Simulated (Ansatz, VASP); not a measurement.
# Ge10SbH (Ge(111)-(1x1)-Sb, top site, H below) in two plane-wave programs

One calculation is typed for both programs; each brings its own data sets. How far apart do they land? Of the first pair: The cell is taken from a series of runs on this material, whose earlier steps may have relaxed, scaled, displaced or heated it; both programs get it as it stands.

Program: Ansatz 0.2.0. Level of theory: plane waves, with VASP 6.6.1 beside it; single point at PBE. Results are calculated unless marked as measured.

## 1. Starting point

The cell holds 12 atoms: 1 H, 10 Ge and 1 Sb. Cell: a = 4.002 Å, b = 4.002 Å, c = 35.978 Å, α = 90.0°, β = 90.0°, γ = 120.0°. Vacuum lies along c.

## 2. Ansatz: single point, PBE, pair 1

Ansatz runs on its default PAW (the set named soft_2) files.

A single point gives forces, pressure and levels at one fixed geometry, so differences don't come from the geometry; what else differs is listed under the comparison.

The input, input.yaml:

```yaml
crystal:
  lattice:
    - [4.002224383, 0.0, 0.0]
    - [-2.0011121915, 3.4660279874, 0.0]
    - [0.0, 0.0, 35.9781607254]
  atoms:
    - { symbol: H, position: [0.0, 0.0, 0.2485633394] }
    - { symbol: Ge, position: [0.0, 0.0, 0.2918437126] }
    - { symbol: Ge, position: [0.6666666667, 0.3333333333, 0.3145505607] }
    - { symbol: Ge, position: [0.6666666667, 0.3333333333, 0.3826711051] }
    - { symbol: Ge, position: [0.3333333333, 0.6666666667, 0.4053779532] }
    - { symbol: Ge, position: [0.3333333333, 0.6666666667, 0.4745189787] }
    - { symbol: Ge, position: [0.0, 0.0, 0.4984720476] }
    - { symbol: Ge, position: [0.0, 0.0, 0.5675626433] }
    - { symbol: Ge, position: [0.6666666667, 0.3333333333, 0.5915848328] }
    - { symbol: Ge, position: [0.6666666667, 0.3333333333, 0.6608450896] }
    - { symbol: Ge, position: [0.3333333333, 0.6666666667, 0.6856344822] }
    - { symbol: Sb, position: [0.3333333333, 0.6666666667, 0.7584956356] }
kpoints:
  mp_grid: { grid: [12, 12, 1] }
  band_path:
    path: [[0, 0, 0], [0.5, 0, 0], [0.33333333, 0.33333333, 0], [0, 0, 0]]
    npoints: 24
hamiltonian:
  xc: pbe
scf:
  occupations: { method: fermi_dirac, width: 0.05 }
  convergence: { dr2_threshold: 1.0e-09 }
efield:
  axis: 3
  dipole_correction: true
  ramp_position: 0.97
  ramp_width: 0.06
output:
  fatbands: true
  dos: { projected: true, e_range: [-8, 5] }
  write_potential: true
  write_density: true
  volumetric_format: npy
  elf: true
```

Command:

```sh
> ansatz run input.yaml --threads 4 --pin off --max-ram 12288MiB --backend cpu --events-out ev --progress --plain --runs-dir out
```

Numbers of over 12 decimals in the logs are rounded to 6 here.

What it wrote:

```text
Engine: ansatz 0.2.0, aarch64-unknown-linux-gnu
Pseudopotentials: kind: paw
Pseudopotential: H, paw, valence charge 1, recommended cutoff 420 eV (normal), H.paw.azcp
Pseudopotential: Ge, paw, valence charge 14, recommended cutoff 420 eV (normal), Ge.paw.azcp
Pseudopotential: Sb, paw, valence charge 15, recommended cutoff 420 eV (normal), Sb.paw.azcp
Functional definition: PBE
  parameter kappa = 0.804
  parameter beta = 0.066725
  exchange = pbe_x(kappa = kappa, mu = beta*pi^2/3)
  correlation = pbe_c(beta = beta)
Crystal: 12 atoms, lattice volume = 499.083 Å³
Basis set: ecut = 420 eV, 9841 PW (Γ)
Bands: 94, of which v1, the nominal top of the filled ones, is band 78 counted from 1 (77 counted from 0)
Symmetry: 6 space group operations
Space group: P3m1 (ITA 156), of the structure as read, at distance tolerance 7.9e-5 Å
k-points: 19 of 144 (time reversal used)
Non-local potential: H, projectors of the file, l = 0: 2, l = 1: 1
Non-local potential: Ge, projectors of the file, l = 0: 2, l = 1: 2, l = 2: 3, l = 3: 1
Non-local potential: Sb, projectors of the file, l = 0: 2, l = 1: 2, l = 2: 2, l = 3: 2
PAW form: soft (Blöchl's): semilocal exchange-correlation on the pseudo side does not see the compensation charge
PAW one-centre angular grid: H, 110 points (default); XC on 64 Gauss nodes
PAW one-centre angular grid: Ge, 590 points (default); XC on 64 Gauss nodes
PAW one-centre angular grid: Sb, 590 points (default); XC on 64 Gauss nodes
Initial density: superposition of atomic densities (neutral atoms: chi_scale 0, normalization atom), corrected by the library's trained network
Initial wavefunctions: pseudopotential atomic-orbital guess
Functional: x = pbe(κ = 0.804, μ = 0.219515), c = pbe(β = 0.066725)
SCF iter   1: F=—  HF=-49449.145209 eV  |F-HF|=—  |Δ(HF+E_count)|=         —  Δρ=1.53e-3  dr2=1.71e-1  ethr=1.77e-3  p=-0.033 e·Å  D=-1.20e-2 V/Å  ΔV_dip=0.43 eV  dr2_dipole=8.89e-2  V_vac-E_F(+/−)=4.64/4.21 eV  ⟨swp⟩=6.3  Hψ=6685  notcnv=0  defer=49
efield: sawtooth ramp at fractional position 0.9700 (set: `efield.ramp_position`, or a place that a band, a saddle search or an elastic batch's reference lends), width 0.0600; the density the first Hamiltonian is built on has a dipole p = -0.033 e·Å; the dipole correction subtracts the counter field D = -1.20e-2 V/Å, which shifts the + side's vacuum level by +0.43 eV against the − side's; the planar-averaged density in the ramp window peaks in size at 1.2e-5 e/Å³
preconditioner: auto → LDOS  [metal: Δε(μ)=0.073 eV  Ē_g=21.655 eV  σ=0.050 eV  W_gap=0.35  n_scr=114 (ndim 8)  ℏωp=20.1 eV  f_vac=0.440  D(μ)=1.82/eV (n_scr^D=8)  β→1.0]
SCF iter   2: F=—  HF=-49449.187711 eV  |F-HF|=—  |Δ(HF+E_count)|=   4.25e-2  Δρ=2.29e-3  dr2=7.39e-1  ethr=1.10e-4  p=0.057 e·Å  D=2.06e-2 V/Å  ΔV_dip=-0.74 eV  dr2_dipole=6.63e-1  V_vac-E_F(+/−)=4.32/5.06 eV  ⟨swp⟩=3.1  Hψ=2569  notcnv=0  defer=142
SCF iter   3: F=—  HF=-49449.135478 eV  |F-HF|=—  |Δ(HF+E_count)|=   5.22e-2  Δρ=9.57e-4  dr2=5.56e-2  ethr=1.10e-4  p=-0.038 e·Å  D=-1.37e-2 V/Å  ΔV_dip=0.49 eV  dr2_dipole=1.22e-2  V_vac-E_F(+/−)=4.42/3.92 eV  ⟨swp⟩=3.3  Hψ=2321  notcnv=0  defer=150
SCF iter   4: F=—  HF=-49449.129750 eV  |F-HF|=—  |Δ(HF+E_count)|=   5.73e-3  Δρ=5.07e-4  dr2=1.94e-2  ethr=3.57e-5  p=-0.011 e·Å  D=-3.99e-3 V/Å  ΔV_dip=0.14 eV  dr2_dipole=4.67e-3  V_vac-E_F(+/−)=4.46/4.32 eV  ⟨swp⟩=2.1  Hψ=2366  notcnv=0  defer=151
SCF iter   5: F=—  HF=-49449.127877 eV  |F-HF|=—  |Δ(HF+E_count)|=   1.87e-3  Δρ=1.83e-4  dr2=1.96e-3  ethr=1.24e-5  p=-0.017 e·Å  D=-6.02e-3 V/Å  ΔV_dip=0.22 eV  dr2_dipole=1.39e-3  V_vac-E_F(+/−)=4.46/4.24 eV  ⟨swp⟩=2.0  Hψ=1957  notcnv=0  defer=150
SCF iter   6: F=—  HF=-49449.127742 eV  |F-HF|=—  |Δ(HF+E_count)|=   1.35e-4  Δρ=9.24e-5  dr2=3.91e-4  ethr=1.26e-6  p=-0.015 e·Å  D=-5.33e-3 V/Å  ΔV_dip=0.19 eV  dr2_dipole=1.98e-4  V_vac-E_F(+/−)=4.46/4.26 eV  ⟨swp⟩=2.0  Hψ=1924  notcnv=0  defer=150
SCF iter   7: F=—  HF=-49449.127717 eV  |F-HF|=—  |Δ(HF+E_count)|=   2.48e-5  Δρ=3.75e-5  dr2=1.64e-5  ethr=2.51e-7  p=-0.014 e·Å  D=-5.08e-3 V/Å  ΔV_dip=0.18 eV  dr2_dipole=2.26e-6  V_vac-E_F(+/−)=4.46/4.28 eV  ⟨swp⟩=2.0  Hψ=1896  notcnv=0  defer=150
SCF iter   8: F=—  HF=-49449.127716 eV  |F-HF|=—  |Δ(HF+E_count)|=   6.84e-7  Δρ=1.69e-5  dr2=1.11e-5  ethr=1.05e-8  p=-0.014 e·Å  D=-5.08e-3 V/Å  ΔV_dip=0.18 eV  dr2_dipole=6.31e-6  V_vac-E_F(+/−)=4.46/4.28 eV  ⟨swp⟩=2.0  Hψ=2063  notcnv=0  defer=150
SCF iter   9: F=—  HF=-49449.127857 eV  |F-HF|=—  |Δ(HF+E_count)|=   1.41e-4  Δρ=7.63e-6  dr2=1.14e-6  ethr=7.11e-9  p=-0.014 e·Å  D=-5.18e-3 V/Å  ΔV_dip=0.19 eV  dr2_dipole=4.01e-7  V_vac-E_F(+/−)=4.47/4.28 eV  ⟨swp⟩=2.0  Hψ=1915  notcnv=0  defer=146
SCF iter  10: F=—  HF=-49449.127857 eV  |F-HF|=—  |Δ(HF+E_count)|=   1.98e-7  Δρ=3.32e-6  dr2=1.30e-7  ethr=7.30e-10  p=-0.014 e·Å  D=-5.20e-3 V/Å  ΔV_dip=0.19 eV  dr2_dipole=2.74e-8  V_vac-E_F(+/−)=4.47/4.28 eV  ⟨swp⟩=2.0  Hψ=1967  notcnv=0  defer=146
SCF iter  11: F=—  HF=-49449.127857 eV  |F-HF|=—  |Δ(HF+E_count)|=   2.63e-8  Δρ=1.12e-6  dr2=9.35e-9  ethr=8.35e-11  p=-0.014 e·Å  D=-5.20e-3 V/Å  ΔV_dip=0.19 eV  dr2_dipole=2.88e-9  V_vac-E_F(+/−)=4.47/4.28 eV  ⟨swp⟩=2.0  Hψ=1990  notcnv=0  defer=146
SCF iter  12: F=—  HF=-49449.127857 eV  |F-HF|=—  |Δ(HF+E_count)|=   6.89e-9  Δρ=4.25e-7  dr2=1.17e-9  ethr=5.99e-12  p=-0.014 e·Å  D=-5.20e-3 V/Å  ΔV_dip=0.19 eV  dr2_dipole=1.65e-11  V_vac-E_F(+/−)=4.47/4.28 eV  ⟨swp⟩=2.0  Hψ=3074  notcnv=0  defer=146
SCF iter  13: F=-49449.127857 eV  HF=-49449.127857 eV  |F-HF|=5.82e-11  |Δ(HF+E_count)|=  8.73e-10  Δρ=1.74e-7  dr2=1.90e-10  ethr=1.00e-12  p=-0.014 e·Å  D=-5.20e-3 V/Å  ΔV_dip=0.19 eV  dr2_dipole=3.81e-11  V_vac-E_F(+/−)=4.47/4.28 eV  ⟨swp⟩=10.2  Hψ=5402  notcnv=0
SCF 1 converged in 13 iterations: F = -49449.127857 eV  dr2 = 1.90e-10
  greatest PAW one-centre occupation: 0.998 electrons in one spin orbital (limit 2), on the Ge atom at site 9 (counted from 0), in its partial waves of l = 2
NSCF: frozen V_eff on 73 k-points
efield: sawtooth ramp at fractional position 0.9700 (kept from the solve that this one continues, or follows in the run), width 0.0600; the density the first Hamiltonian is built on has a dipole p = -0.014 e·Å; the dipole correction subtracts the counter field D = -5.20e-3 V/Å, which shifts the + side's vacuum level by +0.19 eV against the − side's; the planar-averaged density in the ramp window peaks in size at 9.2e-6 e/Å³
WARN: The output density's exchange-correlation potential varies sharply where the density is thin. Do not read a vacuum level from v_tot or v_xc, or from such a field of the output density. On a cell that repeats whose density bears no net charge and no dipole along the vacuum's axis use v_es (v_loc + v_h of the components); under efield.dipole_correction with no amplitude use v_es + v_field, which holds any externa [...]
SCF converged after 13 iterations
Free energy (F): -49449.127857 eV
Harris-Foulkes:  -49449.127857 eV  (|F-HF|=5.82e-11)
Internal energy: -49449.111453 eV  (E = F + TS)
E sigma→0 (E₀):  -49449.119655 eV
Entropy (-TS):   -0.016405 eV (-1.367 meV/atom)
Fermi energy:    2.308963 eV
Dipole field:    D = -0.005198 V/Å  (p = -0.014336 e·Å, saw-weighted, corrected)
Work function:   Φ+ = 4.4666 eV   Φ− = 4.2796 eV
Levels:          The Fermi level and band energies are counted from a zero that moves with the ramp; work functions are not
--- Per-component energies (eV) ---
  E_band       = -2622.685669
  E_kinetic    = 1329.054966
  E_local      = -247321.552425  (includes V_loc(G=0)·N_el)
  E_nonlocal   = 4547.802281
  E_hartree    = 121596.863608
  E_xc         = -899.683765
  E_vxc        = -749.176647  (∫ρ·V_xc dr)
  E_paw        = -24773.653514  (= ΣΔE_a)
  E_vpaw       = -3622.891479  (= ΣTr[D̂ρ^β])
  E_aug_tail   = 0.001985  (compensation charges beyond the density's cutoff)
  E_efield     = 0.000037  (sawtooth field / dipole correction)
  E_vefield    = 0.345821  (∫n·V_field dr)
  E_ewald      = 96072.055374
  E_smearing   = -0.016405  (= −TS)
  E_closure    = 0.000000  (closes the sum)
  Σ components = -49449.127857   (vs F -49449.127857, Δ=0.00e0)
--- Band table (eV; the first three rows and the last of 19) ---
  k-point 0: bands = [... 74 lower, 2.0655, 2.3812, 2.3812, 2.7283, 2.7480, 3.0321, 3.2926, 3.3903, ... 12 higher]
  k-point 1: bands = [... 74 lower, 1.6875, 1.9278, 2.2522, 3.4044, 3.4852, 3.7634, 3.8639, 3.9671, ... 12 higher]
  k-point 2: bands = [... 74 lower, 1.4418, 1.5892, 1.9272, 2.8256, 3.6429, 4.0536, 4.1088, 4.1852, ... 12 higher]
  k-point 18: bands = [... 74 lower, -0.1307, -0.1153, 0.4731, 1.0147, 1.0889, 4.1612, 4.2217, 4.2902, ... 12 higher]
```

## 3. VASP: single point, PBE, pair 1

The same cell, functional, mesh and smearing now go to VASP, with its own data sets.

Lines of VASP's logs that name or quote its potential files are left out, and so is its time.

The input, INCAR:

```
SYSTEM = Ge10SbH
PREC = Accurate
ENCUT = 410
EDIFF = 1E-06
NELM = 120
ISMEAR = -1
SIGMA = 0.05
LREAL = .FALSE.
ALGO = Normal
GGA = PE
NBANDS = 90
LORBIT = 11
LWAVE = .FALSE.
LCHARG = .FALSE.
ISIF = 2
LDIPOL = .TRUE.
IDIPOL = 3
DIPOL = 0.5 0.5 0.487
LVHAR = .TRUE.
LASPH = .TRUE.
GGA_COMPAT = .FALSE.
NELMDL = -8
KPAR = 2
```

The input, POSCAR:

```
Ge10SbH
1.0
    4.0022243830      0.0000000000      0.0000000000
   -2.0011121915      3.4660279874      0.0000000000
    0.0000000000      0.0000000000     35.9781607254
H Ge Sb
1 10 1
Direct
    0.0000000000      0.0000000000      0.2485633394
    0.0000000000      0.0000000000      0.2918437126
    0.6666666667      0.3333333333      0.3145505607
    0.6666666667      0.3333333333      0.3826711051
    0.3333333333      0.6666666667      0.4053779532
    0.3333333333      0.6666666667      0.4745189787
    0.0000000000      0.0000000000      0.4984720476
    0.0000000000      0.0000000000      0.5675626433
    0.6666666667      0.3333333333      0.5915848328
    0.6666666667      0.3333333333      0.6608450896
    0.3333333333      0.6666666667      0.6856344822
    0.3333333333      0.6666666667      0.7584956356
```

The input, KPOINTS:

```
Automatic mesh
0
Gamma
12 12 1
0 0 0
```

PAW data sets: H, Ge_d and Sb (PBE family, release 64).

Command:

```sh
> mpirun -np 2 vasp_std
```

What it wrote:

```text
[banner, memory and clock lines left out]
running    2 mpi-ranks, on    1 nodes
 distrk:  each k-point on    1 cores,    2 groups
 distr:  one band on    1 cores,    1 groups

 POSCAR found type information on POSCAR H GeSb
 POSCAR found :  3 types and      12 ions
 LDA part: xc-table for (Slater+PW92), standard interpolation
 POSCAR, INCAR and KPOINTS ok, starting setup
 FFT: planning ... GRIDC
 FFT: planning ... GRID_SOFT
 FFT: planning ... GRID
 WAVECAR not read
 entering main loop
       N       E                     dE             d eps       ncg     rms          rms(c)
DAV:   1     0.167200113082E+04    0.16720E+04   -0.63887E+04  4386   0.295E+03
DAV:   2     0.272446231688E+03   -0.13996E+04   -0.13451E+04  3740   0.836E+02
DAV:   3    -0.242303493127E+02   -0.29668E+03   -0.28759E+03  4386   0.223E+02
DAV:   4    -0.510800243618E+02   -0.26850E+02   -0.26562E+02  3966   0.777E+01
DAV:   5    -0.524145895586E+02   -0.13346E+01   -0.13320E+01  4544   0.190E+01
DAV:   6    -0.524651421087E+02   -0.50553E-01   -0.50544E-01  4712   0.335E+00
DAV:   7    -0.524664932433E+02   -0.13511E-02   -0.13510E-02  4992   0.512E-01
DAV:   8    -0.524665479081E+02   -0.54665E-04   -0.54664E-04  5064   0.922E-02    0.774E+00
DAV:   9    -0.525206201802E+02   -0.54072E-01   -0.18747E+00  4386   0.368E+01    0.473E+00
DAV:  10    -0.714817693921E+02   -0.18961E+02   -0.61830E+01  5452   0.725E+01    0.111E+01
DAV:  11    -0.520754309517E+02    0.19406E+02   -0.84715E+01  5726   0.262E+01    0.336E+00
DAV:  12    -0.519436440032E+02    0.13179E+00   -0.48996E+00  4928   0.122E+01    0.130E+00
DAV:  13    -0.517232264839E+02    0.22042E+00   -0.74419E-01  4680   0.569E+00    0.942E-01
DAV:  14    -0.517488592084E+02   -0.25633E-01   -0.21211E-01  4344   0.657E+00    0.751E-01
[...]
DAV:  22    -0.516220791969E+02    0.14626E-02   -0.31789E-03  5622   0.159E+00    0.183E-01
DAV:  23    -0.516220125662E+02    0.66631E-04   -0.20456E-03  4296   0.529E-01    0.114E-01
DAV:  24    -0.516220530400E+02   -0.40474E-04   -0.72091E-04  3976   0.178E-01    0.975E-02
DAV:  25    -0.516220209652E+02    0.32075E-04   -0.65010E-05  4336   0.297E-01    0.554E-02
DAV:  26    -0.516221240810E+02   -0.10312E-03   -0.25636E-04  3862   0.484E-01    0.413E-02
DAV:  27    -0.516222193857E+02   -0.95305E-04   -0.15472E-04  3928   0.153E-01    0.437E-02
DAV:  28    -0.516222269911E+02   -0.76054E-05   -0.43606E-05  3928   0.527E-02    0.393E-02
DAV:  29    -0.516222277260E+02   -0.73491E-06   -0.24637E-06  2968   0.338E-02
   1 F= -.51622228E+02 E0= -.51614039E+02  d E =-.163765E-01
```

OUTCAR, selected parts (step 3):

```text
ion  position               nearest neighbor table
   1  0.000  0.000  0.249-   2 1.56
   2  0.000  0.000  0.292-   1 1.56   3 2.45   3 2.45   3 2.45
   3  0.667  0.333  0.315-   2 2.45   2 2.45   2 2.45   4 2.45
   4  0.667  0.333  0.383-   5 2.45   5 2.45   5 2.45   3 2.45
   5  0.333  0.667  0.405-   4 2.45   4 2.45   4 2.45   6 2.49
   6  0.333  0.667  0.475-   7 2.47   7 2.47   7 2.47   5 2.49
   7  0.000  0.000  0.498-   6 2.47   6 2.47   6 2.47   8 2.49
   8  0.000  0.000  0.568-   9 2.47   9 2.47   9 2.47   7 2.49
   9  0.667  0.333  0.592-   8 2.47   8 2.47   8 2.47  10 2.49
  10  0.667  0.333  0.661-  11 2.48  11 2.48  11 2.48   9 2.49
  11  0.333  0.667  0.686-  10 2.48  10 2.48  10 2.48  12 2.62
  12  0.333  0.667  0.758-  11 2.62

  LATTYP: Found a hexagonal cell.
 ALAT       =     4.0022243830
 C/A-ratio  =     8.9895411357

 Subroutine GETGRP returns: Found  6 space group operations
 (whereof  6 operations were pure point group operations)

The static configuration has the point symmetry C_3v.

 Found     19 irreducible k-points:

   k-points           NKPTS =     19   k-points in BZ     NKDIM =     19   number of bands    NBANDS=     90

   dimension x,y,z NGX =    28 NGY =   28 NGZ =  240
   dimension x,y,z NGXF=    56 NGYF=   56 NGZF=  480

   ENCUT  =  410.0 eV  30.13 Ry    5.49 a.u.   6.61  6.61 59.40*2*pi/ulx,y,z

   NELECT =     146.0000    total number of electrons

 k-points in reciprocal lattice and weights: Automatic mesh
   0.00000000  0.00000000  0.00000000       0.007
   0.08333333  0.00000000  0.00000000       0.042
   0.16666667  0.00000000  0.00000000       0.042
   0.25000000  0.00000000  0.00000000       0.042
   0.33333333  0.00000000  0.00000000       0.042
   0.41666667  0.00000000  0.00000000       0.042
   0.50000000  0.00000000  0.00000000       0.021
   0.08333333  0.08333333  0.00000000       0.042
   0.16666667  0.08333333  0.00000000       0.083
[...]
0.33333333  0.25000000  0.00000000       0.083
   0.33333333  0.33333333  0.00000000       0.014

 dipolmoment           0.000000      0.000000      0.013410 electrons x Angstroem

 average (electrostatic) potential at core
       1 -36.5693       2 -78.6825       3 -78.7002       4 -78.7870       5 -78.7845
       6 -78.6922       7 -78.6858       8 -78.6326       9 -78.5936      10 -78.5826
      11 -78.5183      12 -92.3422

 E-fermi :   0.5004

 k-point     1 :       0.0000    0.0000    0.0000
  band No.  band energies     occupation
    ...
     66      -0.3525      2.00000
     67      -0.0521      1.99997
     68      -0.0521      1.99997
     69       0.2541      1.98561
     70       0.2541      1.98561
     71       0.5715      0.38880
     72       0.5715      0.38880
     73       0.9220      0.00044
     74       0.9409      0.00030
     75       1.2274      0.00000
    ...

 k-point     2 :       0.0833    0.0000    0.0000
  band No.  band energies     occupation
    ...
     68      -0.3877      2.00000
     69      -0.2062      2.00000
     70      -0.1227      1.99999
     71       0.1165      1.99908
     72       0.4426      1.52157
     73       1.5961      0.00000
     74       1.6775      0.00000
     75       1.9581      0.00000
     76       2.0558      0.00000
     77       2.1604      0.00000
    ...

 k-point     3 :       0.1667    0.0000    0.0000
  band No.  band energies     occupation
    ...
     68      -0.9109      2.00000
     69      -0.5681      2.00000
     70      -0.3683      2.00000
     71      -0.2220      2.00000
     72       0.1177      1.99905
     73       1.0171      0.00007
     74       1.8370      0.00000
     75       2.2437      0.00000
     76       2.3017      0.00000
     77       2.3785      0.00000
    ...

  Total        0.7773403      0.7773403      0.1032903      0.0000000      0.0000000      0.0000000
  in kB        2.4954524      2.4954524      0.3315872      0.0000000      0.0000000      0.0000000
  external PRESSURE =       1.7741640 kB  Pullay stress =       0.0000000 kB

  energy-cutoff  :      410.00
  volume of cell :      499.08
      direct lattice vectors                 reciprocal lattice vectors
     4.002224383  0.000000000  0.000000000     0.249861053  0.144257346  0.000000000
    -2.001112191  3.466027987  0.000000000     0.000000000  0.288514693  0.000000000
     0.000000000  0.000000000 35.978160725     0.000000000  0.000000000  0.027794639

 POSITION                                       TOTAL-FORCE (eV/Angst)
 -----------------------------------------------------------------------------------
      0.00000      0.00000      8.94285        -0.000000     -0.000000      0.021029
      0.00000      0.00000     10.50000        -0.000000      0.000000     -0.028727
      2.00111      1.15534     11.31695        -0.000000     -0.000000     -0.201299
      2.00111      1.15534     13.76780         0.000000     -0.000000     -0.067210
     -0.00000      2.31069     14.58475         0.000000     -0.000000      0.277661
     -0.00000      2.31069     17.07232        -0.000000      0.000000      0.011247
      0.00000      0.00000     17.93411        -0.000000     -0.000000     -0.007052
      0.00000      0.00000     20.41986        -0.000000      0.000000      0.008890
      2.00111      1.15534     21.28413         0.000000     -0.000000     -0.009591
      2.00111      1.15534     23.77599         0.000000     -0.000000      0.001451
     -0.00000      2.31069     24.66787         0.000000     -0.000000     -0.019633
     -0.00000      2.31069     27.28928        -0.000000     -0.000000      0.013234
 -----------------------------------------------------------------------------------
    total drift:                                0.000004     -0.000001      0.001982

  FREE ENERGIE OF THE ION-ELECTRON SYSTEM (eV)
  ---------------------------------------------------
  free  energy   TOTEN  =       -51.6222277260 eV

  energy  without entropy=      -51.6058511971  energy(sigma->0) =      -51.61403946

 vacuum level on the upper side and lower side of the slab         4.985         4.803

 total charge
# of ion       s       p       d       tot
------------------------------------------
    1        0.534   0.012   0.000   0.546
    2        1.109   1.319  10.035  12.464
    3        1.121   1.277  10.021  12.419
    4        1.127   1.265  10.023  12.415
    5        1.130   1.252  10.022  12.403
    6        1.132   1.238  10.019  12.390
    7        1.133   1.236  10.020  12.389
    8        1.133   1.234  10.019  12.387
    9        1.134   1.235  10.019  12.387
   10        1.143   1.207  10.020  12.370
   11        1.134   1.225  10.018  12.377
   12        1.238   1.051   0.014   2.303
--------------------------------------------------
tot         13.067  13.552 100.230 126.850

[... 3 further parts left out ...]
```

(Part 1 of 2 ends here.)

[Lines on the potential files, build, host, timing and source positions are cut from VASP's logs without a mark.]

[Logs are printed without paths, hosts, clocks, repeated set-up lines and the standing remarks that a program may print on its own settings, such as how far it seeks lower states.]

[Hosts, paths, dates, database ids (printed as entryN), source tags and the programs' standing remarks are cut or masked in the printed files.]
